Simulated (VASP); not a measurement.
**TiTe2 with PBE: from relaxation to properties**

How well does PBE reproduce what experiment finds for TiTe2? The cell is relaxed first, and properties follow on it. The steps: relaxing cell and atoms (PBE), second relaxation, density, ELF and potential (PBE), bands along the symmetry lines (PBE), density of states (PBE), vibrations at Γ (PBE), volume scan with PBE and fit for PBE. The start is a cell from a database of measured crystal structures.

Method: PBE, no spin polarisation; plane waves and PAW (Ti_sv, Te), in VASP 6.6.1.

**What experiment says.**

For TiTe2, 1T, CdI2-type trigonal (single crystal), “Switching of the topologically trivial and non-trivial quantum phase transitions in compressed 1T-TiTe2: Experiments and Theory” (2017, arxiv:1709.00815) quotes earlier work: Raman mode (Eg, earlier experiment (Ref. 34)) 102 cm⁻¹ [literature value quoted from Ref. 34, single crystal]; Raman mode (A1g, earlier experiment (Ref. 34)) 145 cm⁻¹ [literature value quoted from Ref. 34, single crystal].

### Step 1. Starting point

Before any relaxation, the start is as follows. Symmetry: P-3m1, No. 164, trigonal system. The conventional cell has a = 3.777 Å, b = 3.777 Å, c = 6.498 Å, α = 90.00°, β = 90.00°, γ = 120.00°. Ti has 6 Te at 2.77 Å nearest. Te has 3 Ti at 2.77 Å nearest. Farther neighbours and most contacts between anions are not listed.

Coordinates:

```cif
data_structure
_symmetry_space_group_name_H-M 'P 1'
_symmetry_Int_Tables_number 1
_cell_length_a 3.7770
_cell_length_b 3.7770
_cell_length_c 6.4980
_cell_angle_alpha 90.000
_cell_angle_beta 90.000
_cell_angle_gamma 120.000
_cell_volume 80.28
loop_
_atom_site_label
_atom_site_type_symbol
_atom_site_fract_x
_atom_site_fract_y
_atom_site_fract_z
_atom_site_occupancy
Ti1 Ti 0.00000 0.00000 0.00000 1
Te2 Te 0.66667 0.33333 0.26280 1
Te3 Te 0.33333 0.66667 0.73720 1
```

### Step 2. Relaxing cell and atoms (PBE)

The start need not lie at this functional's minimum. ISIF = 3 frees volume, shape and positions, and EDIFFG sets the threshold on forces and stress at which the search stops. PBE, the usual starting point, adds the gradient of the density.

The input, INCAR:

```
SYSTEM = TiTe2
PREC = Accurate
ENCUT = 400
EDIFF = 1E-06
NELM = 100
ISMEAR = 0
SIGMA = 0.05
LREAL = .FALSE.
ALGO = Normal
GGA = PE
NBANDS = 18
LASPH = .TRUE.
LORBIT = 11
LWAVE = .FALSE.
LCHARG = .FALSE.
KPAR = 2
IBRION = 2
NSW = 60
ISIF = 3
EDIFFG = -0.01
```

The input, POSCAR:

```
TiTe2
1.0
    3.7770000000      0.0000000000      0.0000000000
   -1.8885000000      3.2709779501      0.0000000000
    0.0000000000      0.0000000000      6.4980000000
Ti Te
1 2
Direct
    0.0000000000      0.0000000000      0.0000000000
    0.6666666667      0.3333333333      0.2628000000
    0.3333333333      0.6666666667      0.7372000000
```

The input, KPOINTS:

```
Automatic mesh
0
Gamma
7 7 4
0 0 0
```

Potentials, in the order of the species: Ti_sv and Te (PBE family, release 64).

Run with:

```
$ mpirun -np 2 vasp_std
```

Output:

```text
[banner, memory and clock lines left out]
running    2 mpi-ranks, on    1 nodes
 distrk:  each k-point on    1 cores,    2 groups
 distr:  one band on    1 cores,    1 groups

 POSCAR found type information on POSCAR TiTe
 POSCAR found :  2 types and       3 ions
 LDA part: xc-table for (Slater+PW92), standard interpolation
 POSCAR, INCAR and KPOINTS ok, starting setup
 FFT: planning ... GRIDC
 FFT: planning ... GRID_SOFT
 FFT: planning ... GRID
 WAVECAR not read
 entering main loop
       N       E                     dE             d eps       ncg     rms          rms(c)
DAV:   1     0.159228554746E+03    0.15923E+03   -0.95038E+03  1008   0.103E+03
DAV:   2    -0.477656448550E+01   -0.16401E+03   -0.16038E+03  1110   0.279E+02
DAV:   3    -0.180509556025E+02   -0.13274E+02   -0.13006E+02  1542   0.778E+01
DAV:   4    -0.184375500043E+02   -0.38659E+00   -0.38583E+00  1272   0.127E+01
DAV:   5    -0.184537118116E+02   -0.16162E-01   -0.16158E-01  1568   0.248E+00    0.121E+01
DAV:   6    -0.186585234004E+02   -0.20481E+00   -0.40655E+01  1148   0.396E+01    0.148E+01
DAV:   7    -0.164616372333E+02    0.21969E+01   -0.33222E+01  1266   0.341E+01    0.554E+00
DAV:   8    -0.162115724364E+02    0.25006E+00   -0.14418E+00  1142   0.849E+00    0.179E+00
DAV:   9    -0.162316303731E+02   -0.20058E-01   -0.34053E-01  1332   0.377E+00    0.166E+00
DAV:  10    -0.162097466850E+02    0.21884E-01   -0.28070E-01  1234   0.380E+00    0.823E-01
DAV:  11    -0.162077038050E+02    0.20429E-02   -0.26753E-02  1194   0.126E+00    0.414E-01
DAV:  12    -0.162075871434E+02    0.11666E-03   -0.29495E-03  1184   0.411E-01    0.264E-01
DAV:  13    -0.162075085964E+02    0.78547E-04   -0.29713E-04  1206   0.135E-01    0.632E-02
DAV:  14    -0.162075093766E+02   -0.78028E-06   -0.13107E-05  1222   0.258E-02    0.421E-02
DAV:  15    -0.162075026074E+02    0.67693E-05   -0.31187E-05  1228   0.419E-02    0.102E-02
DAV:  16    -0.162075024385E+02    0.16891E-06   -0.11781E-06   688   0.737E-03
   1 F= -.16207502E+02 E0= -.16206773E+02  d E =-.162075E+02
 curvature:   0.00 expect dE= 0.000E+00 dE for cont linesearch  0.000E+00
 trial: gam= 0.00000 g(F)=  0.159E-04 g(S)=  0.686E-02 ort = 0.000E+00 (trialstep = 0.100E+01)
 search vector abs. value=  0.688E-02
 bond charge predicted
       N       E                     dE             d eps       ncg     rms          rms(c)
DAV:   1    -0.162974672493E+02   -0.89965E-01   -0.16062E+00  1074   0.138E+01    0.269E+00
DAV:   2    -0.163694692627E+02   -0.72002E-01   -0.23198E+00  1318   0.112E+01    0.261E+00
DAV:   3    -0.162117779358E+02    0.15769E+00   -0.85475E-01  1234   0.579E+00    0.538E-01
DAV:   4    -0.162085647485E+02    0.32132E-02   -0.21012E-02  1162   0.108E+00    0.176E-01
DAV:   5    -0.162086817258E+02   -0.11698E-03   -0.29681E-03  1474   0.319E-01    0.189E-01
DAV:   6    -0.162091334781E+02   -0.45175E-03   -0.67933E-04  1478   0.146E-01    0.913E-02
DAV:   7    -0.162092552020E+02   -0.12172E-03   -0.42991E-04  1476   0.803E-02    0.317E-02
DAV:   8    -0.162092787785E+02   -0.23576E-04   -0.52747E-05  1320   0.378E-02    0.188E-02
DAV:   9    -0.162092789638E+02   -0.18533E-06   -0.20092E-05  1444   0.281E-02    0.697E-03
DAV:  10    -0.162092794432E+02   -0.47939E-06   -0.59324E-07   660   0.681E-03
   2 F= -.16209279E+02 E0= -.16208498E+02  d E =-.177700E-02
[...]
3 F= -.16209811E+02 E0= -.16209046E+02  d E =-.230882E-02
[...]
4 F= -.16210884E+02 E0= -.16210128E+02  d E =-.107230E-02
[...]
5 F= -.16212808E+02 E0= -.16212062E+02  d E =-.299696E-02
[...]
6 F= -.16211175E+02 E0= -.16210420E+02  d E =-.136415E-02
[...]
7 F= -.16213060E+02 E0= -.16212314E+02  d E =-.324899E-02
[...]
8 F= -.16213879E+02 E0= -.16213115E+02  d E =-.818699E-03
 trial-energy change:   -0.000819  1 .order   -0.000817   -0.001323   -0.000311
 step:   2.3774(harm=  2.3774)  dis= 0.00694  next Energy=   -16.213925 (dE=-0.865E-03)
 bond charge predicted
       N       E                     dE             d eps       ncg     rms          rms(c)
DAV:   1    -0.162148084921E+02   -0.92965E-03   -0.34298E-02  1030   0.190E+00    0.244E-01
DAV:   2    -0.162151743760E+02   -0.36588E-03   -0.18532E-02  1194   0.938E-01    0.248E-01
DAV:   3    -0.162140192456E+02    0.11551E-02   -0.79542E-03  1160   0.568E-01    0.719E-02
DAV:   4    -0.162139214031E+02    0.97843E-04   -0.36766E-04  1326   0.146E-01    0.317E-02
DAV:   5    -0.162139229715E+02   -0.15684E-05   -0.21745E-05  1128   0.313E-02    0.141E-02
DAV:   6    -0.162139224832E+02    0.48829E-06   -0.60344E-06  1370   0.157E-02
   9 F= -.16213922E+02 E0= -.16213152E+02  d E =-.862234E-03
 curvature:  -2.25 expect dE=-0.584E-04 dE for cont linesearch -0.147E-07
 trial: gam= 0.05162 g(F)=  0.447E-05 g(S)=  0.214E-04 ort =-0.300E-05 (trialstep = 0.193E+01)
 search vector abs. value=  0.293E-04
 reached required accuracy - stopping structural energy minimisation
```

Wall time 51 s (2 MPI ranks of Intel Xeon 6975P-C (Granite Rapids), shared host); peak memory 0.37 GiB; 99 s of CPU time.

Lines that name or quote the potential files are left out of all logs, and their timing lines are given in words.

Parts of OUTCAR (step 2):

```text
ion  position               nearest neighbor table
   1  0.000  0.000  0.000-   2 2.77   3 2.77   2 2.77   3 2.77   2 2.77   3 2.77
   2  0.667  0.333  0.263-   1 2.77   1 2.77   1 2.77
   3  0.333  0.667  0.737-   1 2.77   1 2.77   1 2.77

  LATTYP: Found a hexagonal cell.
 ALAT       =     3.7770000000
 C/A-ratio  =     1.7204130262

 Subroutine GETGRP returns: Found 12 space group operations
 (whereof 12 operations were pure point group operations)

The static configuration has the point symmetry D_3d.

 Found     28 irreducible k-points:

   k-points           NKPTS =     28   k-points in BZ     NKDIM =     28   number of bands    NBANDS=     18

   dimension x,y,z NGX =    28 NGY =   28 NGZ =   42
   dimension x,y,z NGXF=    56 NGYF=   56 NGZF=   84

   ENCUT  =  400.0 eV  29.40 Ry    5.42 a.u.   6.16  6.16 10.60*2*pi/ulx,y,z

   NELECT =      24.0000    total number of electrons

 k-points in reciprocal lattice and weights: Automatic mesh
   0.00000000  0.00000000  0.00000000       0.005
   0.14285714  0.00000000  0.00000000       0.031
   0.28571429  0.00000000  0.00000000       0.031
   0.42857143  0.00000000  0.00000000       0.031
   0.14285714  0.14285714  0.00000000       0.031
   0.28571429  0.14285714  0.00000000       0.061
   0.42857143  0.14285714  0.00000000       0.031
   0.28571429  0.28571429  0.00000000       0.031
   0.00000000  0.00000000  0.25000000       0.010
[...]
0.42857143  0.14285714  0.50000000       0.031
   0.28571429  0.28571429  0.50000000       0.031

 average (electrostatic) potential at core
       1 -75.1619       2 -87.6917       3 -87.6917

 E-fermi :   6.4317

 k-point     1 :       0.0000    0.0000    0.0000
  band No.  band energies     occupation
    ...
      5      -5.8127      2.00000
      6      -4.4564      2.00000
      7       1.4068      2.00000
      8       4.7768      2.00000
      9       4.7768      2.00000
     10       6.8002      0.00000
     11       6.8101      0.00000
     12       6.8245      0.00000
     13       6.8245      0.00000
     14       7.4691      0.00000
    ...

 k-point     2 :       0.1429    0.0000    0.0000
  band No.  band energies     occupation
    ...
      7       1.6746      2.00000
      8       4.2538      2.00000
      9       4.8045      2.00000
     10       5.5574      2.00000
     11       6.2869      1.99996
     12       6.6386      0.00000
     13       6.7418      0.00000
     14       7.4570      0.00000
     15       7.7089      0.00000
     16       9.0799      0.00000
    ...

 k-point     3 :       0.2857    0.0000    0.0000
  band No.  band energies     occupation
    ...
      8       3.1063      2.00000
      9       3.7080      2.00000
     10       4.8035      2.00000
     11       5.5770      2.00000
     12       5.6795      2.00000
     13       6.5934      0.00000
     14       7.6526      0.00000
     15       7.6767      0.00000
     16       9.2763      0.00000
     17       9.5473      0.00000
    ...

  Total       -0.0206035     -0.0206035     -0.0220119      0.0000000      0.0000000      0.0000000
  in kB       -0.3984355     -0.3984355     -0.4256729      0.0000000      0.0000000      0.0000000
  external PRESSURE =      -0.4075146 kB  Pullay stress =       0.0000000 kB

  energy-cutoff  :      400.00
  volume of cell :       82.85
      direct lattice vectors                 reciprocal lattice vectors
     3.795080941  0.000000000 -0.000000000     0.263498991  0.152131214  0.000000000
    -1.897540470  3.286636504 -0.000000000    -0.000000000  0.304262427  0.000000000
    -0.000000000 -0.000000000  6.642326071     0.000000000  0.000000000  0.150549670

 POSITION                                       TOTAL-FORCE (eV/Angst)
 -----------------------------------------------------------------------------------
     -0.00000      0.00000      0.00000        -0.000000      0.000000      0.000000
      1.89754      1.09555      1.70766        -0.000000      0.000000     -0.006805
     -0.00000      2.19109      4.93466         0.000000     -0.000000      0.006805
 -----------------------------------------------------------------------------------
    total drift:                               -0.000000      0.000000     -0.000000

  FREE ENERGIE OF THE ION-ELECTRON SYSTEM (eV)
  ---------------------------------------------------
  free  energy   TOTEN  =       -16.2139224832 eV

  energy  without entropy=      -16.2123820722  energy(sigma->0) =      -16.21315228

 reached required accuracy - stopping structural energy minimisation

 total charge
# of ion       s       p       d       tot
------------------------------------------
    1        2.164   6.119   1.860  10.143
    2        1.382   1.996   0.036   3.413
    3        1.382   1.996   0.036   3.413
--------------------------------------------------
tot          4.929  10.110   1.931  16.970

[... 3 further parts left out ...]
```

This run has no spin polarisation, although Ti can carry a moment. The k-mesh is coarse for a metal. The bonds form layers, held to each other by dispersion, which PBE lacks, so the spacing between them is unreliable. The run keeps the 12 symmetry operations of its start, so it cannot find a distortion of lower symmetry.

Step by step:

| step | energy less that of the first step (eV) | largest force (eV/Å) | pressure (GPa) | volume (Å³) |
| --- | --- | --- | --- | --- |
| 1 | 0.0000 | 0.0129 | 0.75 | 80.28 |
| 2 | -0.0018 | 0.1610 | -0.37 | 81.74 |
| 3 | -0.0023 | 0.1134 | -0.02 | 81.26 |
| 4 | -0.0034 | 0.0903 | -0.01 | 81.48 |
| 5 | -0.0053 | 0.0219 | 0.00 | 82.12 |
| 6 | -0.0037 | 0.1101 | 0.05 | 83.43 |
| 7 | -0.0056 | 0.0182 | 0.00 | 82.50 |
| 8 | -0.0064 | 0.0007 | -0.03 | 82.77 |
| 9 | -0.0064 | 0.0068 | -0.04 | 82.85 |

| conventional cell, symmetrised | before | after | change |
| --- | --- | --- | --- |
| a (Å) | 3.777 | 3.795 | +0.5 % |
| b (Å) | 3.777 | 3.795 | +0.5 % |
| c (Å) | 6.498 | 6.642 | +2.2 % |
| volume (Å³/atom) | 26.76 | 27.62 | +3.2 % |

The atoms that moved most (Å, as changes of fractional coordinates times the final cell):

| atom | dx | dy | dz | length |
| --- | --- | --- | --- | --- |
| Te3 | 0.000 | 0.000 | 0.038 | 0.038 |
| Te2 | 0.000 | 0.000 | -0.038 | 0.038 |

The relaxed structure:

```cif
data_structure
_symmetry_space_group_name_H-M 'P 1'
_symmetry_Int_Tables_number 1
_cell_length_a 3.7951
_cell_length_b 3.7951
_cell_length_c 6.6423
_cell_angle_alpha 90.000
_cell_angle_beta 90.000
_cell_angle_gamma 120.000
_cell_volume 82.85
loop_
_atom_site_label
_atom_site_type_symbol
_atom_site_fract_x
_atom_site_fract_y
_atom_site_fract_z
_atom_site_occupancy
Ti1 Ti 0.00000 0.00000 0.00000 1
Te2 Te 0.66667 0.33333 0.25709 1
Te3 Te 0.33333 0.66667 0.74291 1
```

Numbers from this step:

```
electrons                       : 24
bands                           : 18
irreducible k-points            : 28
symmetry operations             : 12
free energy (TOTEN)             : -16.21 eV
energy at zero smearing         : -16.21 eV
Fermi energy                    : 6.432 eV
pressure                        : -0.04075 GPa
metallic                        : yes
SCF cycles over all ionic steps : 84
```

It ends with a largest force of 0.007 eV/Å and a pressure of -0.04 GPa. The volume lies +3.2 % from that of the database's start.

[end of part 1 of 6]

[Lines on the potential files, build, host, timing and source positions are cut from VASP's logs without a mark.]

[Logs are printed without paths, hosts, clocks, repeated set-up lines and the standing remarks that a program may print on its own settings, such as how far it seeks lower states.]

[Hosts, paths, dates, database ids (printed as entryN), source tags and the programs' standing remarks are cut or masked in the printed files.]

[A measured line is paired with the nearest computed mode of its activity, which favours agreement.]
